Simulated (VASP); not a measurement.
# CuW: relaxation of cell and atoms with PBE

Crystal: CuW.

```
Cu W
1.0
     4.81995    0.00000    0.00000
     0.00000    4.81995    0.00000
     0.00000    0.00000    4.81995
Cu W
4 4
Direct
  0.84400 0.84400 0.84400
  0.65600 0.15600 0.34400
  0.34400 0.65600 0.15600
  0.15600 0.34400 0.65600
  0.15000 0.15000 0.15000
  0.35000 0.85000 0.65000
  0.65000 0.35000 0.85000
  0.85000 0.65000 0.35000
```

The cell was built by a generator and needn't be a form met in nature.

```yaml
Program: VASP 6.6.1
Task: relaxation of cell and atoms
Functional: PBE
Potentials_or_basis: VASP PAW PBE potentials, release 64 (Cu, W_sv)
Cutoff: 600 eV
k_mesh: 4 × 4 × 4
Occupations: gaussian, width 0.1 eV
Spin: no spin polarisation
Dipole_correction: no
Further_INCAR_settings: ALGO = Fast; EDIFF = 1e-06; IBRION = 2; EDIFFG = -0.04; NSW = 90; ISIF = 3
```

```yaml
Relaxed_volume: 14.31 Å³/atom
Relaxed_cell: a = 4.855 Å, b = 4.855 Å, c = 4.855 Å, α = 90.00°, β = 90.00°, γ = 90.00°
Space_group_after_relaxing_to_0.05_Å: P2_13 (No. 198)
Energy_gained_by_relaxing: 17.0 meV/atom
Ionic_steps: 5
Pressure_after_relaxing: 0.0 GPa
Largest_force_after_relaxing: 0.038 eV/Å
Band_gap_on_the_k_mesh: none (metal or under the smearing width)
```

Forces in eV/Å, atoms in the order of the input:
```
Cu   0.022  0.022  0.022
Cu  -0.022 -0.022  0.022
Cu   0.022 -0.022 -0.022
Cu  -0.022  0.022 -0.022
W   -0.016 -0.016 -0.016
W    0.016  0.016 -0.016
W   -0.016  0.016  0.016
W    0.016 -0.016  0.016
```

The path:
| step | energy change (eV) | largest force (eV/Å) | pressure (GPa) | volume (Å³) |
| --- | --- | --- | --- | --- |
| 1 | 0.0000 | 0.7612 | 5.94 | 111.98 |
| 2 | 0.0751 | 0.0869 | -10.47 | 120.60 |
| 3 | -0.0978 | 0.3883 | -1.75 | 115.56 |
| 4 | -0.1356 | 0.0695 | -0.22 | 114.57 |
| 5 | -0.1361 | 0.0380 | -0.01 | 114.44 |

Final structure:
```
Cu W
1.0
     4.85509    0.00000    0.00000
     0.00000    4.85509    0.00000
     0.00000    0.00000    4.85509
Cu W
4 4
Direct
  0.84758 0.84758 0.84758
  0.65242 0.15242 0.34758
  0.34758 0.65242 0.15242
  0.15242 0.34758 0.65242
  0.15489 0.15489 0.15489
  0.34511 0.84511 0.65489
  0.65489 0.34511 0.84511
  0.84511 0.65489 0.34511
```

Levels at points of the mesh, in eV from the Fermi level:
| k point | band 48 | band 49 | band 50 | band 51 | band 52 | band 53 |
| --- | --- | --- | --- | --- | --- | --- |
| (0.00, 0.00, 0.00) | -0.60 | -0.60 | -0.60 | -0.35 | -0.35 | 1.23 |
| (0.50, 0.00, 0.00) | -0.98 | -0.46 | -0.46 | 0.40 | 0.40 | 1.13 |
| (0.50, 0.50, 0.00) | -0.95 | -0.10 | -0.10 | 0.41 | 0.41 | 1.31 |
| (0.50, 0.50, 0.50) | -0.57 | -0.51 | -0.51 | -0.51 | -0.51 | 1.96 |

Run time: 6.6 min on 1 thread of Intel(R) Xeon(R) 6975P-C (Granite Rapids), with other jobs on the host, peak memory 0.29 GiB.

Spin-orbit coupling is left out, which matters for the levels of W.
